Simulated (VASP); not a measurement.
Method: AM05 GGA, VASP's PBE PAW potentials (set 64) (plane waves; VASP).

Input for VASP

File KPOINTS:
```
K-points
0
G
 16 16 9
0 0 0
```

### INCAR
```
SYSTEM = Be
PREC = Accurate
ENCUT = 400
EDIFF = 1E-6
NELM = 100
ALGO = Normal
LREAL = .FALSE.
LASPH = .TRUE.
ISMEAR = 1
SIGMA = 0.1
GGA = AM
LWAVE = .FALSE.
LCHARG = .FALSE.
ISIF = 2
```

POSCAR:
```
Be
1
    1.1450000000    -1.9831980000     0.0000000000
    1.1450000000     1.9831980000     0.0000000000
    0.0000000000     0.0000000000     3.5800000000
Be
2
Direct
  0.3333330000   0.6666670000   0.2500000000
  0.6666670000   0.3333330000   0.7500000000
```

POTCAR, in this order: Be (PBE.64 set). Program: vasp_std.

Q: What will the output report for the number of irreducible k-points (NKPTS), number of bands (NBANDS), largest plane-wave count, number of space-group operations, FFT grid (NGX, NGY, NGZ)?

A: 
```
Quantity                                       Value
--------------------------------------  ------------
number of irreducible k-points (NKPTS)           150
number of bands (NBANDS)                           6
largest plane-wave count                         305
number of space-group operations                  24
FFT grid (NGX, NGY, NGZ)                16 × 16 × 24
```

The compound is Be in the hcp structure. The cell was not relaxed at this level. The run is one of a series of settings (GGA = AM against the base run), some of them coarse on purpose.
